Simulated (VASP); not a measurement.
Consider the following.

```
CELL_PARAMETERS angstrom
      0.00000     2.70666     2.70666
      2.70666     0.00000     2.70666
      2.70666     2.70666     0.00000
ATOMIC_POSITIONS crystal
  Li 0.00000 0.00000 0.00000
  Br 0.50000 0.50000 0.50000
```

Calculation: LDA (Ceperley-Alder, Perdew-Zunger), VASP's LDA PAW potentials (set 64) (plane waves; VASP). Settings: 520 eV cut-off, 9×9×9 Γ-centred mesh, Gaussian smearing of 0.050 eV, potentials Li_sv Br.

Q: What does the run give for the energy per atom (σ→0), pressure?

A: 
The energy per atom (σ→0) is -3.681 eV/atom. The pressure is -17.0 kbar.

Total energies compare only between runs with the same potentials, cut-off and functional.

The compound is LiBr in the rock salt structure. This cell is one point of a volume scan, at 1.06 of the reference volume.
